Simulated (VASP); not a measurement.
Space group Fd-3m, origin choice 1 (No. 227); a = 3.5727 Å, b = 3.5727 Å, c = 3.5727 Å, α = 90.00°, β = 90.00°, γ = 90.00°

| atom | site | symmetry | x | y | z |
|---|---|---|---|---|---|
| C | 8b | -43m | 0.5000 | 0.5000 | 0.5000 |
(The calculation used a cell of 2 atoms; values per cell refer to that cell.)

These are TPSS meta-GGA, VASP's PBE PAW potentials (set 64) (plane waves; VASP 6.6.1) values and carry that method's errors. Run with 520 eV cut-off, 13×13×13 Γ-centred mesh, Gaussian smearing of 0.050 eV, potentials C.

Give the energy at these volumes per atom, relative to the lowest: 5.35, 5.52, 5.70, 5.87, 6.04 Å³.

31.2, 7.7, 0.0, 6.2, 24.4 meV/atom. A third-order Birch-Murnaghan fit gives B0 = 430 GPa and B0′ = 3.7.

Measured: bulk modulus 455 GPa at 0 K (computed value off by -5.4 %), as given by Daniel Mejia-Rodriguez et al., Physical Review B (2018), arXiv:1807.09216 [0 K value with the zero-point phonon effect removed]; a 3.553 Å at 0 K (computed value off by +0.6 %), as given by Daniel Mejia-Rodriguez et al., Physical Review B (2018), arXiv:1807.09216 [static lattice: zero-point anharmonic expansion removed].

The compound is C in the diamond structure. It was relaxed first.
